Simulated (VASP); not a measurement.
Data:

```xyz
72
Lattice="9.6498 0.0000 0.0000 0.0000 9.6498 0.0000 0.0000 0.0000 9.7143" Properties=species:S:1:pos:R:3 pbc="T T T"
Sn     0.0000     0.0000     0.0000
Sn     2.4125     2.4125     1.6191
Sn     0.0000     0.0000     3.2381
Sn     2.4125     2.4125     4.8572
Sn     0.0000     0.0000     6.4762
Sn     2.4125     2.4125     8.0953
Sn     0.0000     4.8249     0.0000
Sn     2.4125     7.2374     1.6191
Sn     0.0000     4.8249     3.2381
Sn     2.4125     7.2374     4.8572
Sn     0.0000     4.8249     6.4762
Sn     2.4125     7.2374     8.0953
Sn     4.8249     0.0000     0.0000
Sn     7.2374     2.4125     1.6191
Sn     4.8249     0.0000     3.2381
Sn     7.2374     2.4125     4.8572
Sn     4.8249     0.0000     6.4762
Sn     7.2374     2.4125     8.0953
Sn     4.8635     4.7885     9.6995
Sn     7.2374     7.2374     1.6191
Sn     7.2374     7.2374     4.8572
Sn     4.7822     4.8570     6.4823
Sn     7.2374     7.2374     8.0953
O      1.4812     1.4812     0.0000
O      3.8937     0.9312     1.6191
O      0.9312     3.8937     1.6191
O      3.3437     3.3437     0.0000
O      1.4812     1.4812     3.2381
O      3.8937     0.9312     4.8572
O      0.9312     3.8937     4.8572
O      3.3765     3.3206     3.2045
O      1.4812     1.4812     6.4762
O      3.8937     0.9312     8.0953
O      0.9312     3.8937     8.0953
O      3.3437     3.3437     6.4762
O      1.4812     6.3062     0.0000
O      3.8690     5.7925     1.6377
O      0.9312     8.7186     1.6191
O      3.3437     8.1686     0.0000
O      1.4812     6.3062     3.2381
O      3.9394     5.7853     4.8553
O      0.9312     8.7186     4.8572
O      3.3437     8.1686     3.2381
O      1.4812     6.3062     6.4762
O      3.8937     5.7561     8.0953
O      0.9312     8.7186     8.0953
O      3.3437     8.1686     6.4762
O      6.3062     1.4812     0.0000
O      8.7186     0.9312     1.6191
O      5.7995     3.8889     1.6081
O      8.1686     3.3437     0.0000
O      6.3062     1.4812     3.2381
O      8.7186     0.9312     4.8572
O      5.7560     3.8738     4.8794
O      8.1686     3.3437     3.2381
O      6.3062     1.4812     6.4762
O      8.7186     0.9312     8.0953
O      5.7561     3.8937     8.0953
O      8.1686     3.3437     6.4762
O      6.3062     6.3062     0.0000
O      8.7186     5.7561     1.6191
O      5.7561     8.7186     1.6191
O      8.1686     8.1686     0.0000
O      6.3124     6.2802     3.2221
O      8.7186     5.7561     4.8572
O      5.7561     8.7186     4.8572
O      8.1686     8.1686     3.2381
O      6.3062     6.3062     6.4762
O      8.7186     5.7561     8.0953
O      5.7561     8.7186     8.0953
O      8.1686     8.1686     6.4762
In     4.8210     4.8456     3.2848
```
Cell charge +2.

Computed with PBE GGA, VASP's PBE PAW potentials (set 64) (plane waves; VASP 6.6.1). Run with PREC = Normal, LREAL = Auto, ISYM = 0, NELECT = 381.0, EDIFF = 1E-5, 400 eV cut-off, 1×1×1 Γ-centred mesh, Gaussian smearing of 0.050 eV, potentials Sn O In. Starting moments (MAGMOM): 72*0.0139. The cell's moment is fixed (NUPDOWN = 1).

At this cut-off the stress carries a Pulay error, which pulls relaxed volumes low. The cell is charged, with a uniform compensating background. The supercell is sampled at Γ alone, which is coarse: total energies, pressure and levels can be off, energies of defects by several tenths of an eV.

### Question
The ions are relaxed. Which structure does the run end with?

### Answer

```xyz
72
Lattice="9.6498 0.0000 0.0000 0.0000 9.6498 0.0000 0.0000 0.0000 9.7143" Properties=species:S:1:pos:R:3 pbc="T T T"
Sn     0.0012     0.0003     9.7126
Sn     2.4023     2.4011     1.6202
Sn     0.0011     0.0002     3.2379
Sn     2.4024     2.4008     4.8565
Sn     0.0008     0.0011     6.4776
Sn     2.4150     2.4133     8.0955
Sn     0.0021     4.8244     9.7143
Sn     2.4090     7.2423     1.6128
Sn     0.0017     4.8251     3.2382
Sn     2.4091     7.2423     4.8639
Sn     0.0019     4.8237     6.4767
Sn     2.4128     7.2378     8.0951
Sn     4.8261     9.6491     9.7141
Sn     7.2430     2.4082     1.6126
Sn     4.8256     0.0004     3.2382
Sn     7.2429     2.4076     4.8643
Sn     4.8267     9.6491     6.4768
Sn     7.2382     2.4130     8.0958
Sn     4.8253     4.8258     9.7066
Sn     7.2502     7.2487     1.6204
Sn     7.2503     7.2488     4.8568
Sn     4.8255     4.8254     6.4843
Sn     7.2392     7.2372     8.0956
O      1.4760     1.4757     9.7112
O      3.8847     0.9249     1.6169
O      0.9273     3.8842     1.6176
O      3.3437     3.3399     0.0011
O      1.4561     1.4569     3.2386
O      3.8845     0.9244     4.8597
O      0.9281     3.8851     4.8585
O      3.2993     3.2934     3.2382
O      1.4764     1.4751     6.4801
O      3.8948     0.9381     8.0953
O      0.9393     3.8922     8.0959
O      3.3387     3.3442     6.4756
O      1.4588     6.3172     9.7059
O      3.8578     5.7880     1.5389
O      0.9356     8.7142     1.6152
O      3.3333     8.1925     9.7059
O      1.4893     6.2963     3.2390
O      3.8670     5.7964     4.9393
O      0.9356     8.7148     4.8609
O      3.3521     8.1652     3.2383
O      1.4600     6.3152     6.4840
O      3.8890     5.7624     8.0951
O      0.9342     8.7149     8.0949
O      3.3319     8.1947     6.4849
O      6.3172     1.4583     9.7065
O      8.7156     0.9355     1.6150
O      5.7955     3.8639     1.5365
O      8.1946     3.3320     9.7063
O      6.2978     1.4868     3.2379
O      8.7149     0.9357     4.8605
O      5.7875     3.8553     4.9398
O      8.1648     3.3527     3.2386
O      6.3188     1.4565     6.4851
O      8.7160     0.9347     8.0957
O      5.7626     3.8883     8.0955
O      8.1931     3.3331     6.4846
O      6.3099     6.3102     0.0007
O      8.7274     5.7670     1.6169
O      5.7663     8.7238     1.6177
O      8.1758     8.1757     9.7117
O      6.3589     6.3506     3.2386
O      8.7272     5.7664     4.8595
O      5.7665     8.7237     4.8587
O      8.1941     8.1944     3.2386
O      6.3124     6.3076     6.4766
O      8.7150     5.7576     8.0957
O      5.7583     8.7113     8.0957
O      8.1763     8.1756     6.4798
In     4.8270     4.8241     3.2385
```
Cell charge +2. The cell ends with 1.00 μB, on the first 30 sites 0.00 0.00 0.00 0.00 0.00 0.00 0.00 0.00 0.00 0.00 0.00 0.00 0.00 0.00 0.00 0.00 0.00 0.00 0.00 0.00 0.00 0.00 0.00 0.00 0.01 0.01 0.01 0.01 0.01 0.01 μB.

### Question
How much energy does the relaxation gain?

### Answer
The energy (σ→0) changes by -7.7 meV/atom, in 16 ionic steps.

```tsv
step	E(σ→0) (eV)	max force (eV/Å)	pressure (GPa)	volume (Å³)
1	-453.1701	2.804	-7.13	904.59
2	-453.5526	1.279	-7.37	904.59
3	-453.6268	0.673	-7.40	904.59
4	-453.6988	0.207	-7.48	904.59
5	-453.6989	0.223	-7.48	904.59
6	-453.7154	0.121	-7.47	904.59
7	-453.7159	0.186	-7.47	904.59
8	-453.7208	0.067	-7.46	904.59
9	-453.7210	0.089	-7.46	904.59
10	-453.7238	0.044	-7.47	904.59
11	-453.7241	0.051	-7.46	904.59
12	-453.7254	0.039	-7.47	904.59
13	-453.7255	0.044	-7.47	904.59
14	-453.7261	0.044	-7.47	904.59
15	-453.7261	0.048	-7.47	904.59
16	-453.7266	0.027	-7.47	904.59
```

The cell is a supercell with a defect, built from SnO2 (rutile): In_Sn, charge +2.
